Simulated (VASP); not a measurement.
Energy against volume of NiAl (CsCl type). Level of theory: r2SCAN meta-GGA, VASP's PBE PAW potentials (set 64) (plane waves; VASP 6.6.1).

```tsv
V (Å³/atom)	E (eV/atom)
11.034	-10.01230
11.386	-10.03139
11.738	-10.03680
12.090	-10.03053
12.442	-10.01432
```

Problem. Fit a third-order Birch-Murnaghan equation of state.

Solution. 
```
Item                                             Value
---------------------------------------  -------------
volume per atom                          11.72 Å³/atom
bulk modulus                                   178 GPa
pressure derivative of the bulk modulus           4.30
lattice constant a                          5.407 bohr
```

Measured: bulk modulus 156 GPa (computed value off by +14.1 %), as given by Yamada et al., (2019), arXiv:1910.09660; a 2.882 Å at 0 K (computed value off by -0.7 %), as given by H. Levämäki et al., Physical Review B (2014), arXiv:1402.3671 [extrapolated to 0 K, zero-point anharmonic expansion removed (Haas, Tran, Blaha 2009)]. The calculation is for a static lattice, while the measured bulk modulus holds thermal and zero-point effects, which are part of the difference.

The compound is NiAl in the CsCl type structure. It was relaxed first. The run is not spin-polarised, so no magnetic state was tried.
